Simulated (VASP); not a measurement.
Runs of VASP 6.6.1 on Al. Symmetry: Fm-3m, No. 225, cubic system. The conventional cell has a = 3.985 Å, b = 3.985 Å, c = 3.985 Å, α = 90.00°, β = 90.00°, γ = 90.00°. Al (site symmetry m-3m) has 12 Al at 2.82 Å as nearest neighbours. 

```csv
task,cell,gap on the mesh (eV),pressure (GPa)
single point,a relaxed cell with its volume scaled by 0.94,none,(b)
single point,a relaxed cell with its volume scaled by 0.91,none,9.7
single point,a relaxed cell with its volume scaled by 1.09,none,-5.9
single point,"Fm-3m, 15.82 Å³/atom",none,0.0
single point,a relaxed cell with its volume scaled by 0.97,none,2.7
relaxation of cell and atoms,relaxed,none,0.0
single point,a relaxed cell with its volume scaled by 1.06,none,(a)
single point,a relaxed cell with its volume scaled by 1.03,none,-2.3
```

Alike in all rows: level LDA; potentials or basis VASP PAW LDA potentials, release 64 (Al); no spin polarisation; k mesh 18 × 18 × 18; cutoff (eV) 520; smearing gaussian 0.1 eV.

Problem. Fill in the values left out.

Solution. (a) -4.2; (b) 5.9.

A gap of «none» marks a metal or a gap under the smearing width.
